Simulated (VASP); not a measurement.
# Lithium: how cutoff and mesh change the relaxed cell, part 2 of 2

Aim: test the relaxed volume of Lithium against cutoff and mesh. The starting structure is a measured crystal structure from the Crystallography Open Database. The first relaxation on each setting starts from this cell expanded by 3 % in volume.

VASP 6.6.1.

Results so far: reference 19.96 Å³ an atom; a cutoff of 500 eV 19.95 Å³ an atom; a 10×10×10 mesh 20.01 Å³ an atom.

### 5. Relaxation with a cutoff of 850 eV

Level of this step: PBEsol; plane waves and PAW (Li_sv) (VASP).

Against step 2 the input has ENCUT = 850. This run starts from the cell of an earlier relaxation, which isn't shown; the restart sets up the plane waves anew.

Contents of INCAR:

```
SYSTEM = Li
PREC = Accurate
ENCUT = 850
EDIFF = 1E-06
NELM = 100
ISMEAR = 1
SIGMA = 0.15
LREAL = .FALSE.
ALGO = Normal
GGA = PS
NBANDS = 7
LORBIT = 11
LWAVE = .FALSE.
LCHARG = .FALSE.
KPAR = 2
IBRION = 2
NSW = 50
ISIF = 3
EDIFFG = -0.004
```

Contents of POSCAR:

```
Li
1.0
   -1.7154908548      1.7154908548      1.7154908548
    1.7154908548     -1.7154908548      1.7154908548
    1.7154908548      1.7154908548     -1.7154908548
Li
1
Direct
    0.0000000000      0.0000000000      0.0000000000
```

Contents of KPOINTS:

```
Automatic mesh
0
Gamma
18 18 18
0 0 0
```

PAW data sets: Li_sv (PBE family, release 64).

Command:

```
mpirun -np 2 vasp_std
```

Output:

```text
[... set-up lines as in an earlier step ...]
 entering main loop
       N       E                     dE             d eps       ncg     rms          rms(c)
DAV:   1     0.637185037378E+00    0.63719E+00   -0.92908E+02  2730   0.401E+02
DAV:   2    -0.188903547570E+01   -0.25262E+01   -0.24218E+01  3801   0.460E+01
DAV:   3    -0.196829838462E+01   -0.79263E-01   -0.79268E-01  3269   0.673E+00
DAV:   4    -0.196973589386E+01   -0.14375E-02   -0.14376E-02  3626   0.809E-01
DAV:   5    -0.196974999789E+01   -0.14104E-04   -0.14104E-04  3339   0.617E-02    0.363E-01
DAV:   6    -0.196822204892E+01    0.15279E-02   -0.66521E-04  3990   0.133E-01    0.201E-01
DAV:   7    -0.196749321939E+01    0.72883E-03   -0.13652E-03  3773   0.197E-01    0.269E-02
DAV:   8    -0.196750923309E+01   -0.16014E-04   -0.15732E-04  3087   0.735E-02    0.542E-03
DAV:   9    -0.196750876507E+01    0.46802E-06   -0.35240E-06  3654   0.127E-02
   1 F= -.19675088E+01 E0= -.19674003E+01  d E =-.196751E+01
[...]
reached required accuracy - stopping structural energy minimisation
```

Run time: 13 s. Hardware: 2 MPI ranks of AMD EPYC 7R43, shared host; peak memory 0.28 GiB; 25 s of CPU time.

Parts of OUTCAR (step 5):

```text
  Total        0.0012957      0.0012957      0.0012957      0.0000000      0.0000000      0.0000000
  in kB        0.1028009      0.1028009      0.1028009      0.0000000      0.0000000      0.0000000
  external PRESSURE =       0.1028009 kB  Pullay stress =       0.0000000 kB

 POSITION                                       TOTAL-FORCE (eV/Angst)
 -----------------------------------------------------------------------------------
      0.00000      0.00000      0.00000        -0.000000      0.000000      0.000000
 -----------------------------------------------------------------------------------
    total drift:                               -0.000000     -0.000000      0.000000

  FREE ENERGIE OF THE ION-ELECTRON SYSTEM (eV)
  ---------------------------------------------------
  free  energy   TOTEN  =        -1.9675087651 eV

  energy  without entropy=       -1.9671833155  energy(sigma->0) =       -1.96740028

[... 2 parts as in an earlier step ...]

[... 2 further parts left out ...]
[key lines of the parts left out:]
E-fermi :   0.6406
```

With a cutoff of 850 eV the cell ends at 20.194 Å³ an atom, +1.17 % from the reference.

### 6. Relaxation with a 26×26×26 mesh

Against step 2 the input has a 26×26×26 mesh. This run starts from the cell of an earlier relaxation, which isn't shown; the restart sets up the plane waves anew.

INCAR: that of step 5 with these lines changed.

```diff
@@ -2,3 +2,3 @@
 PREC = Accurate
-ENCUT = 850
+ENCUT = 650
 EDIFF = 1E-06
```

Contents of POSCAR:

```
Li
1.0
   -1.7088334317      1.7088334317      1.7088334317
    1.7088334317     -1.7088334317      1.7088334317
    1.7088334317      1.7088334317     -1.7088334317
Li
1
Direct
    0.0000000000      0.0000000000      0.0000000000
```

Contents of KPOINTS:

```
Automatic mesh
0
Gamma
26 26 26
0 0 0
```

Command:

```
mpirun -np 2 vasp_std
```

Output:

```text
[... set-up lines as in an earlier step ...]
 entering main loop
       N       E                     dE             d eps       ncg     rms          rms(c)
DAV:   1     0.219932244853E+00    0.21993E+00   -0.80813E+02  7161   0.345E+02
DAV:   2    -0.191319293180E+01   -0.21331E+01   -0.20542E+01 10402   0.425E+01
DAV:   3    -0.196786235311E+01   -0.54669E-01   -0.54663E-01  8400   0.508E+00
DAV:   4    -0.196873567731E+01   -0.87332E-03   -0.87333E-03  9947   0.589E-01
DAV:   5    -0.196873909413E+01   -0.34168E-05   -0.34168E-05  8666   0.343E-02    0.343E-01
DAV:   6    -0.196719371071E+01    0.15454E-02   -0.64815E-04 10199   0.131E-01    0.190E-01
DAV:   7    -0.196642618564E+01    0.76753E-03   -0.14519E-03  9730   0.202E-01    0.291E-02
DAV:   8    -0.196644295739E+01   -0.16772E-04   -0.16172E-04  8036   0.772E-02    0.309E-03
DAV:   9    -0.196644240848E+01    0.54891E-06   -0.33490E-06  9758   0.126E-02
   1 F= -.19664424E+01 E0= -.19665734E+01  d E =-.196644E+01
[...]
reached required accuracy - stopping structural energy minimisation
```

Wall time 34 s (2 MPI ranks); peak memory 0.34 GiB.

From OUTCAR (step 6):

```text
  Total        0.0019631      0.0019631      0.0019631      0.0000000      0.0000000      0.0000000
  in kB        0.1575808      0.1575808      0.1575808      0.0000000      0.0000000      0.0000000
  external PRESSURE =       0.1575808 kB  Pullay stress =       0.0000000 kB

  FREE ENERGIE OF THE ION-ELECTRON SYSTEM (eV)
  ---------------------------------------------------
  free  energy   TOTEN  =        -1.9664424085 eV

  energy  without entropy=       -1.9668355117  energy(sigma->0) =       -1.96657344

[... 2 parts as in an earlier step ...]

[... 3 further parts left out ...]
[key lines of the parts left out:]
E-fermi :   0.6893
```

With a 26×26×26 mesh the cell ends at 19.960 Å³ an atom, -0.01 % from the reference.

### 7. Comparison

```tsv
run	volume (Å³/atom)	change (%)	pressure left (GPa)	core minutes
reference	19.961	-	0.02	2.25
a cutoff of 500 eV	19.948	-0.07	0.01	1.43
a 10×10×10 mesh	20.012	0.26	0.02	0.593
a cutoff of 850 eV	20.194	1.17	0.01	2.57
a 26×26×26 mesh	19.96	-0.01	0.02	4.43
```

Core minutes are wall time times ranks, summed over the relaxations behind a row (those for a bulk modulus apart), on shared hosts.

### 8. Summary of results

- volume of the reference: 19.96 Å³/atom
- volume against the reference, a cutoff of 500 eV: -0.07 %
- volume against the reference, a 10×10×10 mesh: +0.26 %
- volume against the reference, a cutoff of 850 eV: +1.17 %
- volume against the reference, a 26×26×26 mesh: -0.01 %

**Reading.** The volume moves most with a cutoff of 850 eV: +1.17 % against the reference (650 eV, 18×18×18 mesh). On finer settings it changes by +1.17 % with a cutoff of 850 eV and -0.01 % with a 26×26×26 mesh. A change this large on a finer setting means that the reference isn't converged, that its relaxation stopped early along a soft direction, or that the runs ended in different electronic states. Further runs on this material are not shown.

[Lines on the potential files, build, host, timing and source positions are cut from VASP's logs without a mark.]

[Logs are printed without paths, hosts, clocks, repeated set-up lines and the standing remarks that a program may print on its own settings, such as how far it seeks lower states.]

[Hosts, paths, dates, database ids (printed as entryN), source tags and the programs' standing remarks are cut or masked in the printed files.]
